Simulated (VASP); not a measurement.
# NbAs2 under strain

How does the pressure of NbAs2 answer to a change of volume? The bands are shown for each cell. All runs use LDA. Left out of this account: 1 further run (self-consistent run: a reference on another mesh). The start is a cell from a database of measured crystal structures.

Program: VASP 6.6.1. Level of theory: LDA; plane waves and PAW (Nb_sv, As). Results are calculated unless marked as measured.

This is a report of a sequence of runs, with most program output left out.

The database entry behind the starting cell differs from later determinations by our own check (b about 0.4 % long), so it need not match the best structure at ambient conditions.

## (1) Starting point

The structure is monoclinic, space group C2/m (No. 12). Conventional cell: a = 9.368 Å, b = 3.396 Å, c = 7.799 Å, α = 90.00°, β = 119.42°, γ = 90.00°. Nearest to Nb lie 8 As at 2.66 to 2.74 Å. Nearest to As lie 5 Nb at 2.70 to 2.74 Å. Nearest to As lie 1 As at 2.44 Å and 3 Nb at 2.66 to 2.67 Å. Farther neighbours are not listed.

As a file:

```cif
data_structure
_symmetry_space_group_name_H-M 'P 1'
_symmetry_Int_Tables_number 1
_cell_length_a 3.3960
_cell_length_b 4.9823
_cell_length_c 7.0540
_cell_angle_alpha 78.713
_cell_angle_beta 103.929
_cell_angle_gamma 109.926
_cell_volume 108.06
loop_
_atom_site_label
_atom_site_type_symbol
_atom_site_fract_x
_atom_site_fract_y
_atom_site_fract_z
_atom_site_occupancy
Nb1 Nb 0.84260 0.88170 0.80350 1
Nb2 Nb 0.15740 0.11830 0.19650 1
As3 As 0.59410 0.29660 0.89160 1
As4 As 0.40590 0.70340 0.10840 1
As5 As 0.14000 0.75200 0.52800 1
As6 As 0.86000 0.24800 0.47200 1
```

## (2) Bands, cell as listed

The mesh alone shows little of the dispersion and can miss band extrema, so KPOINTS_OPT adds a path through the symmetry points after the self-consistent cycle. LDA, the lowest rung, knows the local density alone.

INCAR reads:

```
SYSTEM = NbAs2
PREC = Accurate
ENCUT = 400
EDIFF = 1E-06
NELM = 100
ISMEAR = -1
SIGMA = 0.05
LREAL = .FALSE.
ALGO = Normal
GGA = CA
NBANDS = 39
LASPH = .TRUE.
LORBIT = 11
LWAVE = .FALSE.
LCHARG = .FALSE.
KPAR = 4
```

POSCAR reads:

```
NbAs2
1.0
    0.0000000000     -3.3960000000      0.0000000000
   -4.6840000000      1.6980000000      0.0000000000
   -0.8530700972      1.6980000000     -6.7932596800
Nb As
2 4
Direct
    0.8426000000      0.8817000000      0.8035000000
    0.1574000000      0.1183000000      0.1965000000
    0.5941000000      0.2966000000      0.8916000000
    0.4059000000      0.7034000000      0.1084000000
    0.1400000000      0.7520000000      0.5280000000
    0.8600000000      0.2480000000      0.4720000000
```

KPOINTS reads:

```
Automatic mesh
0
Gamma
10 10 10
0 0 0
```

KPOINTS_OPT reads:

```
Line mode
16
Line-mode
Reciprocal
  0.00000000  -0.50000000   0.00000000 X
  0.00000000   0.00000000   0.00000000 GAMMA

  0.00000000   0.00000000   0.00000000 GAMMA
  0.00000000   0.00000000  -0.50000000 Y

  0.00000000  -0.50000000  -0.50000000 L
  0.00000000   0.00000000   0.00000000 GAMMA

  0.00000000   0.00000000   0.00000000 GAMMA
  0.50000000   0.00000000   0.00000000 Z

  0.50000000  -0.50000000   0.00000000 N
  0.00000000   0.00000000   0.00000000 GAMMA

  0.00000000   0.00000000   0.00000000 GAMMA
  0.50000000   0.00000000  -0.50000000 M

  0.50000000  -0.50000000  -0.50000000 R
  0.00000000   0.00000000   0.00000000 GAMMA
```

Potentials, in the order of the species: Nb_sv and As (LDA family, release 64).

Command:

```
> mpirun -np 4 vasp_std
```

Run time: 2.1 min. Hardware: 4 MPI ranks of Intel Xeon Platinum 8488C (Sapphire Rapids), shared host; peak memory 4 GiB; 8.5 min of CPU time.

Spin-orbit coupling is off here; it would split degenerate levels. The cell is typed on its shortest vectors, so the axes of tensors and the coordinates of k-points follow the printed cell and not the standard setting. At this level the cell is under a tension of 4.9 GPa, so at these settings it is away from equilibrium.

Numbers from this step:

- SCF cycles: 13
- electrons: 46
- bands: 39
- irreducible k-points: 282
- symmetry operations: 4
- free energy (TOTEN): -47.66 eV
- energy at zero smearing: -47.65 eV
- Fermi energy: 8.190 eV
- pressure: -4.920 GPa
- metallic: yes

The electronic bands at the labelled points (eV, zero at the Fermi level; # counts the bands kept):

```csv
point,#9,#10,#11,#12,#13,#14,#15,#16
X,-0.93,-0.77,-0.70,0.08,0.52,1.19,1.32,1.98
0.47 of the way,-1.55,-1.02,-0.60,-0.57,0.81,1.34,1.77,2.23
Γ,-1.75,-1.10,-0.86,-0.17,0.78,1.18,1.93,2.81
0.47 of the way,-1.59,-0.87,-0.85,-0.59,0.89,1.46,1.63,2.73
Y,-1.73,-1.30,-0.58,-0.21,0.06,2.06,2.13,2.16
jump to L,-0.91,-0.81,-0.22,-0.12,0.51,0.74,1.86,2.23
0.53 of the way,-1.33,-1.27,-0.99,-0.53,0.97,1.47,1.71,1.73
Γ,-1.75,-1.10,-0.86,-0.17,0.78,1.18,1.93,2.81
0.47 of the way,-1.95,-1.59,-1.47,-0.62,0.87,1.27,1.93,2.34
Z,-2.17,-1.85,-1.43,-1.02,1.47,1.99,2.23,2.52
jump to N,-1.83,-1.74,-1.36,-0.71,0.50,1.27,1.94,2.51
0.53 of the way,-2.03,-1.69,-1.26,-0.89,0.86,1.11,1.92,2.28
Γ,-1.75,-1.10,-0.86,-0.17,0.78,1.18,1.93,2.81
0.47 of the way,-2.03,-1.69,-1.26,-0.89,0.86,1.11,1.92,2.28
M,-1.83,-1.74,-1.36,-0.71,0.50,1.27,1.94,2.51
jump to R,-2.17,-1.85,-1.43,-1.02,1.47,1.99,2.23,2.52
0.53 of the way,-1.95,-1.59,-1.47,-0.62,0.87,1.27,1.93,2.34
Γ,-1.75,-1.10,-0.86,-0.17,0.78,1.18,1.93,2.81
```

Of the projections kept (Nb, As), the largest for each band there; the rest of the weight can lie on other orbitals:

```csv
point,#9,#10,#11,#12,#13,#14,#15,#16
X,Nb 0.67,As 0.69,Nb 0.54,Nb 0.72,Nb 0.84,As 0.56,As 0.65,Nb 0.56
Γ,Nb 0.56,Nb 0.63,Nb 0.52,As 0.60,Nb 0.91,Nb 0.72,As 0.84,Nb 0.63
Y,Nb 0.54,Nb 0.68,As 0.66,Nb 0.55,Nb 0.63,Nb 0.64,Nb 0.73,Nb 0.72
L,Nb 0.69,As 0.91,Nb 0.71,Nb 0.66,Nb 0.79,Nb 0.95,As 0.95,As 0.58
Γ,Nb 0.56,Nb 0.63,Nb 0.52,As 0.60,Nb 0.91,Nb 0.72,As 0.84,Nb 0.63
Z,Nb 0.59,Nb 0.59,Nb 0.63,As 0.51,Nb 0.73,As 0.69,Nb 0.72,Nb 0.77
```

Force by atom:

```csv
atom,x (eV/Å),y (eV/Å),z (eV/Å),size
Nb1,-0.022,0.000,-0.093,0.096
Nb2,0.022,0.000,0.093,0.096
As3,0.089,0.000,-0.135,0.162
As4,-0.089,0.000,0.135,0.162
As5,-0.234,0.000,-0.095,0.253
As6,0.234,0.000,0.095,0.253
```

There is no gap at this level.

## (3) Bands, volume times 1.04

The cell is expanded evenly, with fractional positions held.

INCAR is that of step 2.

Changes to POSCAR since step 2:

```diff
@@ -2,5 +2,5 @@
 1.0
-    0.0000000000     -3.3960000000      0.0000000000
-   -4.6840000000      1.6980000000      0.0000000000
-   -0.8530700972      1.6980000000     -6.7932596800
+    0.0000000000     -3.4406893354      0.0000000000
+   -4.7456386475      1.7203446677      0.0000000000
+   -0.8642959911      1.7203446677     -6.8826549274
 Nb As
```

KPOINTS is that of step 2.

KPOINTS_OPT is that of step 2.

Command:

```
> mpirun -np 4 vasp_std
```

Run time: 2.1 min. Hardware: 4 MPI ranks; peak memory 4.2 GiB; 8.6 min of CPU time.

Numbers from this step:

```
free energy (TOTEN)     : -47.46 eV
energy at zero smearing : -47.46 eV
Fermi energy            : 7.704 eV
pressure                : -9.746 GPa
```

The electronic bands at the labelled points (eV, zero at the Fermi level; # counts the bands kept):

```csv
point,#9,#10,#11,#12,#13,#14,#15,#16
X,-0.89,-0.76,-0.67,0.07,0.52,1.10,1.23,1.89
0.47 of the way,-1.48,-0.98,-0.57,-0.56,0.78,1.25,1.65,2.12
Γ,-1.67,-1.04,-0.82,-0.18,0.76,1.10,1.84,2.69
0.53 of the way,-1.52,-0.84,-0.77,-0.66,0.79,1.43,1.59,2.51
Y,-1.65,-1.26,-0.58,-0.19,0.06,1.96,1.98,2.03
jump to L,-0.86,-0.78,-0.21,-0.12,0.49,0.72,1.74,2.09
0.53 of the way,-1.27,-1.23,-0.94,-0.52,0.93,1.37,1.59,1.65
Γ,-1.67,-1.04,-0.82,-0.18,0.76,1.10,1.84,2.69
0.47 of the way,-1.89,-1.52,-1.40,-0.62,0.83,1.22,1.82,2.19
Z,-2.08,-1.76,-1.36,-0.98,1.39,1.88,2.13,2.40
jump to N,-1.80,-1.66,-1.34,-0.68,0.48,1.21,1.86,2.38
0.53 of the way,-1.96,-1.62,-1.20,-0.88,0.82,1.07,1.80,2.14
Γ,-1.67,-1.04,-0.82,-0.18,0.76,1.10,1.84,2.69
0.53 of the way,-2.08,-1.64,-1.27,-0.95,0.77,1.08,1.85,2.12
M,-1.80,-1.66,-1.34,-0.68,0.48,1.21,1.86,2.38
jump to R,-2.08,-1.76,-1.36,-0.98,1.39,1.88,2.13,2.40
0.47 of the way,-2.01,-1.58,-1.47,-0.76,0.89,1.27,1.85,2.20
Γ,-1.67,-1.04,-0.82,-0.18,0.76,1.10,1.84,2.69
```

Of the projections kept (Nb, As), the largest for each band there; the rest of the weight can lie on other orbitals:

```csv
point,#9,#10,#11,#12,#13,#14,#15,#16
X,Nb 0.65,As 0.67,Nb 0.55,Nb 0.73,Nb 0.85,As 0.55,As 0.64,Nb 0.56
Γ,Nb 0.56,Nb 0.66,Nb 0.52,As 0.60,Nb 0.92,Nb 0.74,As 0.85,Nb 0.75
Y,Nb 0.54,Nb 0.70,As 0.66,Nb 0.55,Nb 0.63,Nb 0.65,Nb 0.75,Nb 0.73
L,Nb 0.70,As 0.91,Nb 0.71,Nb 0.65,Nb 0.79,Nb 0.95,As 0.94,As 0.56
Γ,Nb 0.56,Nb 0.66,Nb 0.52,As 0.60,Nb 0.92,Nb 0.74,As 0.85,Nb 0.75
Z,Nb 0.59,Nb 0.59,Nb 0.64,As 0.51,Nb 0.74,As 0.66,Nb 0.73,Nb 0.78
```

Force by atom:

```csv
atom,x (eV/Å),y (eV/Å),z (eV/Å),size
Nb1,-0.074,0.000,-0.083,0.111
Nb2,0.074,0.000,0.083,0.111
As3,0.230,0.000,-0.271,0.355
As4,-0.230,0.000,0.271,0.355
As5,-0.319,0.000,-0.126,0.342
As6,0.319,0.000,0.126,0.342
```

 The pressure is -9.75 GPa.

For the pressure, step 2 gave -4.92 GPa; this run, with cell volume +4.0 %, gives -9.75 GPa.

## (4) Bands, volume times 1.08

INCAR is that of step 3.

Changes to POSCAR since step 3:

```diff
@@ -2,5 +2,5 @@
 1.0
-    0.0000000000     -3.4406893354      0.0000000000
-   -4.7456386475      1.7203446677      0.0000000000
-   -0.8642959911      1.7203446677     -6.8826549274
+    0.0000000000     -3.4842469889      0.0000000000
+   -4.8057164005      1.7421234945      0.0000000000
+   -0.8752376082      1.7421234945     -6.9697863914
 Nb As
```

KPOINTS is that of step 3.

KPOINTS_OPT reads:

```
Line mode
16
Line-mode
Reciprocal
  0.00000000   0.50000000   0.00000000 X
  0.00000000   0.00000000   0.00000000 GAMMA

  0.00000000   0.00000000   0.00000000 GAMMA
  0.00000000   0.00000000   0.50000000 Y

  0.00000000   0.50000000   0.50000000 L
  0.00000000   0.00000000   0.00000000 GAMMA

  0.00000000   0.00000000   0.00000000 GAMMA
  0.50000000  -0.50000000  -0.50000000 Z

  0.50000000   0.00000000  -0.50000000 N
  0.00000000   0.00000000   0.00000000 GAMMA

  0.00000000   0.00000000   0.00000000 GAMMA
  0.50000000  -0.50000000   0.00000000 M

  0.50000000   0.00000000   0.00000000 R
  0.00000000   0.00000000   0.00000000 GAMMA
```

Command:

```
> mpirun -np 4 vasp_std
```

Wall time 3.3 min (4 MPI ranks); peak memory 4.3 GiB; 9.4 min of CPU time.

This step gave:

```
free energy (TOTEN)     : -47.15 eV
energy at zero smearing : -47.15 eV
Fermi energy            : 7.250 eV
pressure                : -13.59 GPa
```

Electronic bands along the path, in eV, zero at the Fermi level; # counts the bands kept:

```csv
point,#9,#10,#11,#12,#13,#14,#15,#16
X,-0.86,-0.75,-0.65,0.07,0.51,1.01,1.15,1.81
0.53 of the way,-1.43,-0.96,-0.62,-0.49,0.77,1.15,1.66,2.01
Γ,-1.59,-0.99,-0.78,-0.19,0.75,1.02,1.76,2.55
0.53 of the way,-1.45,-0.82,-0.73,-0.66,0.76,1.34,1.53,2.35
Y,-1.57,-1.21,-0.58,-0.17,0.06,1.84,1.87,1.91
jump to L,-0.81,-0.75,-0.19,-0.12,0.47,0.70,1.63,1.97
0.47 of the way,-1.18,-1.17,-0.79,-0.58,0.90,1.30,1.39,1.49
Γ,-1.59,-0.99,-0.78,-0.19,0.75,1.02,1.76,2.55
0.53 of the way,-1.92,-1.52,-1.39,-0.74,0.85,1.22,1.75,2.07
Z,-1.99,-1.68,-1.29,-0.94,1.33,1.78,2.03,2.28
jump to N,-1.76,-1.58,-1.31,-0.65,0.46,1.16,1.78,2.25
0.53 of the way,-1.89,-1.55,-1.14,-0.85,0.78,1.04,1.69,2.01
Γ,-1.59,-0.99,-0.78,-0.19,0.75,1.02,1.76,2.55
0.53 of the way,-2.00,-1.57,-1.21,-0.92,0.74,1.04,1.74,1.99
M,-1.76,-1.58,-1.31,-0.65,0.46,1.16,1.78,2.25
jump to R,-1.99,-1.68,-1.29,-0.94,1.33,1.78,2.03,2.28
0.53 of the way,-1.82,-1.46,-1.33,-0.61,0.79,1.17,1.72,2.06
Γ,-1.59,-0.99,-0.78,-0.19,0.75,1.02,1.76,2.55
```

Of the projections kept (Nb, As), the largest for each band there; the rest of the weight can lie on other orbitals:

```csv
point,#9,#10,#11,#12,#13,#14,#15,#16
X,Nb 0.62,As 0.63,Nb 0.57,Nb 0.73,Nb 0.85,As 0.54,As 0.63,Nb 0.57
Γ,Nb 0.57,Nb 0.69,Nb 0.53,As 0.60,Nb 0.93,Nb 0.76,As 0.86,Nb 0.80
Y,Nb 0.54,Nb 0.73,As 0.66,Nb 0.55,Nb 0.64,Nb 0.76,Nb 0.65,Nb 0.75
L,Nb 0.71,As 0.91,Nb 0.71,Nb 0.65,Nb 0.79,Nb 0.96,As 0.92,As 0.55
Γ,Nb 0.57,Nb 0.69,Nb 0.53,As 0.60,Nb 0.93,Nb 0.76,As 0.86,Nb 0.80
Z,Nb 0.59,Nb 0.59,Nb 0.64,Nb 0.50,Nb 0.75,As 0.63,Nb 0.74,Nb 0.79
```

Force by atom:

```csv
atom,x (eV/Å),y (eV/Å),z (eV/Å),size
Nb1,-0.120,0.000,-0.075,0.141
Nb2,0.120,0.000,0.075,0.141
As3,0.351,0.000,-0.387,0.522
As4,-0.351,0.000,0.387,0.522
As5,-0.392,0.000,-0.153,0.421
As6,0.392,0.000,0.153,0.421
```

 The pressure is -13.59 GPa.

Between step 2 and this run (cell volume +8.0 %) the value for the pressure moves from -4.92 GPa to -13.6 GPa.

## (5) Bands, sheared, principal strains -2.8, -0.2, +3.1 %

The cell is sheared at fixed volume, which lowers its symmetry.

INCAR is that of step 4.

Changes to POSCAR since step 4:

```diff
@@ -2,5 +2,5 @@
 1.0
-    0.0000000000     -3.4842469889      0.0000000000
-   -4.8057164005      1.7421234945      0.0000000000
-   -0.8752376082      1.7421234945     -6.9697863914
+    0.0288140000     -3.3077320000      0.0222190000
+   -4.7317740000      1.6936080000     -0.0810910000
+   -0.9750480000      1.7055510000     -6.9513630000
 Nb As
```

KPOINTS is that of step 4.

KPOINTS_OPT is that of step 4.

Command:

```
> mpirun -np 4 vasp_std
```

Run time: 4.4 min. Hardware: 4 MPI ranks; peak memory 6.7 GiB; 14 min of CPU time.

The path and its labels are those of the sheared lattice, so a letter need not mean the same point as in the unstrained cell.

Numbers from this step:

```
irreducible k-points    : 504
symmetry operations     : 2
free energy (TOTEN)     : -47.56 eV
energy at zero smearing : -47.56 eV
Fermi energy            : 8.328 eV
pressure                : -5.342 GPa
```

Electronic bands along the path, in eV, zero at the Fermi level; # counts the bands kept:

```csv
point,#9,#10,#11,#12,#13,#14,#15,#16
X,-1.27,-1.04,-1.01,0.25,0.61,0.93,0.95,2.20
0.47 of the way,-1.44,-1.38,-0.84,-0.40,0.86,1.17,1.43,2.43
Γ,-1.47,-1.41,-0.66,-0.43,0.84,1.29,2.14,2.40
0.53 of the way,-1.35,-1.25,-0.87,-0.57,0.91,1.61,1.84,2.29
Y,-1.53,-1.43,-0.90,0.01,0.26,2.04,2.10,2.13
jump to L,-1.07,-0.48,-0.47,-0.02,0.60,0.79,1.60,2.05
0.53 of the way,-1.58,-1.05,-0.81,-0.74,1.00,1.31,1.62,1.91
Γ,-1.47,-1.41,-0.66,-0.43,0.84,1.29,2.14,2.40
0.53 of the way,-2.24,-1.82,-1.65,-0.92,0.89,1.18,1.62,2.21
Z,-2.37,-2.04,-1.55,-1.23,1.20,1.60,2.00,2.40
jump to N,-1.92,-1.81,-1.72,-0.74,0.24,1.17,1.78,2.59
0.47 of the way,-2.23,-1.86,-1.51,-1.08,0.64,0.96,1.73,2.13
Γ,-1.47,-1.41,-0.66,-0.43,0.84,1.29,2.14,2.40
0.47 of the way,-2.12,-1.75,-1.40,-1.04,0.72,0.90,1.74,2.16
M,-1.92,-1.87,-1.51,-0.90,0.29,1.08,1.75,2.45
jump to R,-2.46,-2.03,-1.49,-1.10,1.24,1.70,2.09,2.46
0.47 of the way,-2.23,-1.90,-1.65,-0.90,0.81,1.19,1.73,2.17
Γ,-1.47,-1.41,-0.66,-0.43,0.84,1.29,2.14,2.40
```

Of the projections kept (Nb, As), the largest for each band there; the rest of the weight can lie on other orbitals:

```csv
point,#9,#10,#11,#12,#13,#14,#15,#16
X,As 0.55,Nb 0.52,Nb 0.59,Nb 0.75,Nb 0.87,As 0.54,As 0.66,Nb 0.52
Γ,Nb 0.63,Nb 0.66,Nb 0.55,As 0.61,Nb 0.93,Nb 0.74,As 0.84,As 0.67
Y,Nb 0.75,Nb 0.57,As 0.64,Nb 0.59,Nb 0.68,Nb 0.73,Nb 0.67,Nb 0.60
L,Nb 0.68,As 0.91,Nb 0.65,Nb 0.73,Nb 0.82,Nb 0.95,As 0.97,Nb 0.67
Γ,Nb 0.63,Nb 0.66,Nb 0.55,As 0.61,Nb 0.93,Nb 0.74,As 0.84,As 0.67
Z,Nb 0.50,Nb 0.58,Nb 0.67,As 0.51,Nb 0.69,As 0.71,Nb 0.71,Nb 0.62
```

Force by atom:

```csv
atom,x (eV/Å),y (eV/Å),z (eV/Å),size
Nb1,-0.050,0.031,-0.013,0.061
Nb2,0.050,-0.031,0.013,0.061
As3,0.035,-0.025,-0.166,0.172
As4,-0.035,0.025,0.166,0.172
As5,-0.232,0.096,-0.180,0.309
As6,0.232,-0.096,0.180,0.309
```

 The pressure is -5.34 GPa, and the symmetry operations fall from 4 to 2.

## (6) Bands, volume times 0.96

The cell is compressed evenly, with fractional positions held.

INCAR is that of step 5.

Changes to POSCAR since step 5:

```diff
@@ -2,5 +2,5 @@
 1.0
-    0.0288140000     -3.3077320000      0.0222190000
-   -4.7317740000      1.6936080000     -0.0810910000
-   -0.9750480000      1.7055510000     -6.9513630000
+    0.0000000000     -3.3501024818      0.0000000000
+   -4.6206949425      1.6750512409      0.0000000000
+   -0.8415407096      1.6750512409     -6.7014476188
 Nb As
```

KPOINTS is that of step 5.

KPOINTS_OPT is that of step 5.

Command:

```
> mpirun -np 4 vasp_std
```

The job ended after 2.4 min (4 MPI ranks; peak memory 3.9 GiB; 7.8 min of CPU time).

This step gave:

| Quantity | Value |
| --- | --- |
| irreducible k-points | 282 |
| symmetry operations | 4 |
| free energy (TOTEN) | -47.70 eV |
| energy at zero smearing | -47.70 eV |
| Fermi energy | 8.712 eV |
| pressure | 1.128 GPa |

Electronic bands along the path, in eV, zero at the Fermi level; # counts the bands kept:

```csv
point,#9,#10,#11,#12,#13,#14,#15,#16
X,-0.97,-0.77,-0.73,0.09,0.53,1.29,1.41,2.08
0.47 of the way,-1.63,-1.05,-0.63,-0.57,0.83,1.45,1.89,2.35
Γ,-1.84,-1.15,-0.90,-0.15,0.79,1.27,2.02,2.93
0.53 of the way,-1.68,-0.88,-0.85,-0.66,0.85,1.64,1.73,2.83
Y,-1.82,-1.34,-0.58,-0.23,0.06,2.17,2.30,2.31
jump to L,-0.96,-0.84,-0.23,-0.12,0.54,0.75,1.98,2.38
0.53 of the way,-1.39,-1.30,-1.05,-0.54,1.00,1.59,1.83,1.84
Γ,-1.84,-1.15,-0.90,-0.15,0.79,1.27,2.02,2.93
0.53 of the way,-2.16,-1.73,-1.63,-0.78,0.97,1.39,2.09,2.47
Z,-2.26,-1.95,-1.50,-1.06,1.54,2.10,2.35,2.66
jump to N,-1.86,-1.83,-1.38,-0.74,0.52,1.33,2.03,2.66
0.47 of the way,-2.24,-1.79,-1.41,-1.01,0.84,1.17,2.10,2.40
Γ,-1.84,-1.15,-0.90,-0.15,0.79,1.27,2.02,2.93
0.53 of the way,-2.24,-1.79,-1.41,-1.01,0.84,1.17,2.10,2.40
M,-1.86,-1.83,-1.38,-0.74,0.52,1.33,2.03,2.66
jump to R,-2.26,-1.95,-1.50,-1.06,1.54,2.10,2.35,2.66
0.47 of the way,-2.16,-1.73,-1.63,-0.78,0.97,1.39,2.09,2.47
Γ,-1.84,-1.15,-0.90,-0.15,0.79,1.27,2.02,2.93
```

Of the projections kept (Nb, As), the largest for each band there; the rest of the weight can lie on other orbitals:

```csv
point,#9,#10,#11,#12,#13,#14,#15,#16
X,Nb 0.67,As 0.71,Nb 0.53,Nb 0.72,Nb 0.84,As 0.57,As 0.66,Nb 0.56
Γ,Nb 0.56,Nb 0.60,Nb 0.52,As 0.59,Nb 0.91,Nb 0.70,As 0.84,Nb 0.55
Y,Nb 0.54,Nb 0.65,As 0.66,Nb 0.55,Nb 0.62,Nb 0.63,Nb 0.69,Nb 0.71
L,Nb 0.69,As 0.90,Nb 0.70,Nb 0.66,Nb 0.78,Nb 0.94,As 0.95,As 0.59
Γ,Nb 0.56,Nb 0.60,Nb 0.52,As 0.59,Nb 0.91,Nb 0.70,As 0.84,Nb 0.55
Z,Nb 0.59,Nb 0.58,Nb 0.63,As 0.51,Nb 0.72,As 0.72,Nb 0.71,Nb 0.75
```

Force by atom:

```csv
atom,x (eV/Å),y (eV/Å),z (eV/Å),size
Nb1,0.037,0.000,-0.108,0.114
Nb2,-0.037,0.000,0.108,0.114
As3,-0.074,0.000,0.023,0.078
As4,0.074,0.000,-0.023,0.078
As5,-0.137,0.000,-0.061,0.150
As6,0.137,0.000,0.061,0.150
```

 The pressure is 1.13 GPa.

For the pressure, step 2 gave -4.92 GPa; this run, with cell volume -4.0 %, gives 1.13 GPa.

(Continued in part 2 of 2.)

[Lines on the potential files, build, host, timing and source positions are cut from VASP's logs without a mark.]

[Logs are printed without paths, hosts, clocks, repeated set-up lines and the standing remarks that a program may print on its own settings, such as how far it seeks lower states.]

[Hosts, paths, dates, database ids (printed as entryN), source tags and the programs' standing remarks are cut or masked in the printed files.]

[A measured line is paired with the nearest computed mode of its activity, which favours agreement.]
